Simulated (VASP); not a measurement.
Runs of VASP 6.6.1 on GaP. The structure is cubic, space group F-43m (No. 216). The conventional cell has a = 5.449 Å, b = 5.449 Å, c = 5.449 Å, α = 90.00°, β = 90.00°, γ = 90.00°. Around Ga (site symmetry -43m) lie 4 P at 2.36 Å. P (site symmetry -43m) has 4 Ga at 2.36 Å as nearest neighbours. 

```tsv
cell	gap on the mesh (eV)	pressure (GPa)
F-43m, 20.23 Å³/atom	1.64	(b)
F-43m, 22.11 Å³/atom	1.11	-3.9
F-43m, 19.6 Å³/atom	(a)	5.5
the database's cell and atoms	1.64	2.4
```

Alike in all rows: task single point; level PBE; potentials or basis VASP PAW PBE potentials, release 64 (Ga_d, P); no spin polarisation; k mesh 8 × 8 × 8; cutoff (eV) 520; smearing gaussian 0.02 eV.

Question: Estimate the missing entries.

Answer: (a) 1.59; (b) 2.5.

A k mesh can miss the band edges, and the runs leave out spin-orbit coupling on Ga.
